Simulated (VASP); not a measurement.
An input for Quantum ESPRESSO's pw.x (written as the equivalent of a VASP run, and not itself run):

```
&CONTROL
  calculation = 'vc-relax'
  pseudo_dir = './pseudo'
  outdir = './out'
  tprnfor = .true.
  tstress = .true.
  nstep = 60
  forc_conv_thr = 0.00078
/
&SYSTEM
  ibrav = 0
  nat = 3
  ntyp = 2
  ecutwfc = 96
  occupations = 'smearing'
  smearing = 'methfessel-paxton'
  degauss = 0.00735
  input_dft = 'vdw-df-obk8'
/
&ELECTRONS
  conv_thr = 7.3e-08
  electron_maxstep = 100
/
&IONS
/
&CELL
/
ATOMIC_SPECIES
  Co 58.933 Co.upf
  Si 28.085 Si.upf
CELL_PARAMETERS angstrom
     0.0000000    2.6865298    2.6865298
     2.6865298    0.0000000    2.6865298
     2.6865298    2.6865298   -0.0000000
ATOMIC_POSITIONS crystal
  Co   0.0000000  0.0000000  0.0000000
  Si   0.2500000  0.2500000  0.2500000
  Si   0.7500000  0.7500000  0.7500000
K_POINTS automatic
  9 9 9 0 0 0
```

Q: Translate this input to VASP (INCAR, KPOINTS, POSCAR, choice of POTCAR).

A: This is not unique; one that fits is 
INCAR:
```
SYSTEM = CoSi2
PREC = Accurate; ENCUT = 520; LREAL = .False.
LASPH = .True.
EDIFF = 1E-6; NELM = 100; ALGO = Normal
LMAXMIX = 4
ISMEAR = 1; SIGMA = 0.1
GGA = BO; LUSE_VDW = .True.; AGGAC = 0.0
PARAM1 = 0.1833333333; PARAM2 = 0.22
IBRION = 2; NSW = 60; ISIF = 3
EDIFFG = -0.02
LWAVE = .False.; LCHARG = .False.
```

KPOINTS:
```
Regular mesh
0
Gamma
9 9 9
```

POSCAR:
```
CoSi2
1
    0.0000000000     2.6865298205     2.6865298205
    2.6865298205     0.0000000000     2.6865298205
    2.6865298205     2.6865298205    -0.0000000000
Co Si
1 2
Direct
  0.0000000000   0.0000000000   0.0000000000
  0.2500000000   0.2500000000   0.2500000000
  0.7500000000   0.7500000000   0.7500000000
```

POTCAR, in this order: Co Si (PBE.64 set). Program: vasp_std.

The two are equivalent in intent, not identical: the potentials are each code's own (VASP's PAW set, PseudoDojo norm-conserving files in pw.x), so ENCUT and ecutwfc are chosen apart and not converted; conv_thr bounds pw.x's estimated SCF error, while EDIFF bounds the energy change between steps; forc_conv_thr acts on force components and is met together with etot_conv_thr.

The compound is CoSi2 in the fluorite structure. It was relaxed first. The start is the result of an earlier pass.
